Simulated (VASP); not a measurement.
Consider the following.

```xyz
2
Lattice="3.2533 0.0000 0.0000 0.0000 3.2533 0.0000 0.0000 0.0000 3.2533" Properties=species:S:1:pos:R:3 pbc="T T T"
Ni     0.0000     0.0000     0.0000
Te     1.6266     1.6266     1.6266
```

All values below come from PBEsol GGA, VASP's PBE PAW potentials (set 64) (plane waves; VASP 6.6.1). Settings: 400 eV cut-off, Gaussian smearing of 0.050 eV, potentials Ni Te.

Question: Give the energies of bands 2 to 11 at the high-symmetry points, in eV from the Fermi level.

Answer: 
| band | Γ | X | M | R |
|---|---|---|---|---|
| 2 | -2.73 | -8.56 | -6.36 | -5.75 |
| 3 | -2.73 | -2.77 | -6.36 | -5.75 |
| 4 | -1.66 | -2.77 | -3.20 | -5.75 |
| 5 | -1.66 | -2.45 | -2.01 | -1.24 |
| 6 | -1.66 | -1.64 | -2.01 | -1.24 |
| 7 | -0.95 | -1.23 | -1.28 | 0.22 |
| 8 | -0.95 | 2.35 | -1.26 | 0.22 |
| 9 | -0.95 | 2.35 | -0.17 | 0.22 |
| 10 | 2.57 | 5.49 | 2.16 | 0.61 |
| 11 | 5.56 | 5.99 | 8.72 | 0.61 |

It has no gap at this level: it comes out as a metal or semimetal.

The structure was generated: NiTe was put into the CsCl type type (Pm-3m), which need not be its known phase. It was relaxed first, which changed the volume by -13 %. The run is not spin-polarised, so no magnetic state was tried.
